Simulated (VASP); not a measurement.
Consider the following.

```yaml
crystal:
  lattice:
    - [0.00000, 2.71983, 2.71983]
    - [2.71983, 0.00000, 2.71983]
    - [2.71983, 2.71983, 0.00000]
  atoms:
    - { symbol: Ag, position: [0.00000, 0.00000, 0.00000] }
    - { symbol: Cl, position: [0.50000, 0.50000, 0.50000] }
```

Method: PBEsol GGA, VASP's PBE PAW potentials (set 64) (plane waves; VASP). Settings: 400 eV cut-off, Gaussian smearing of 0.050 eV, potentials Ag Cl.

### Question
Give the energies of bands 2 to 11 at the high-symmetry points, in eV from the valence-band maximum.

### Answer

```json
[
 {"band": "2", "Γ": "-2.73", "X": "-4.84", "U": "-4.70", "L": "-5.82", "W": "-4.65"},
 {"band": "3", "Γ": "-2.73", "X": "-3.41", "U": "-4.67", "L": "-4.59", "W": "-4.47"},
 {"band": "4", "Γ": "-2.73", "X": "-3.41", "U": "-4.19", "L": "-4.59", "W": "-4.47"},
 {"band": "5", "Γ": "-2.69", "X": "-3.12", "U": "-2.58", "L": "-2.29", "W": "-2.21"},
 {"band": "6", "Γ": "-2.69", "X": "-2.46", "U": "-2.23", "L": "-2.29", "W": "-2.21"},
 {"band": "7", "Γ": "-2.58", "X": "-2.15", "U": "-2.03", "L": "-1.95", "W": "-2.15"},
 {"band": "8", "Γ": "-2.58", "X": "-2.15", "U": "-1.82", "L": "0.00", "W": "-2.14"},
 {"band": "9", "Γ": "-2.58", "X": "-2.03", "U": "-1.19", "L": "0.00", "W": "-1.36"},
 {"band": "10", "Γ": "0.72", "X": "2.13", "U": "3.46", "L": "3.87", "W": "4.18"},
 {"band": "11", "Γ": "10.72", "X": "7.77", "U": "7.09", "L": "6.76", "W": "7.74"}
]
```

The gap is indirect, 0.72 eV, from the valence maximum at L to the conduction minimum at Γ.

The structure was generated: AgCl was put into the rock salt type (Fm-3m), which need not be its known phase. It was relaxed first, which changed the volume by +6 %.
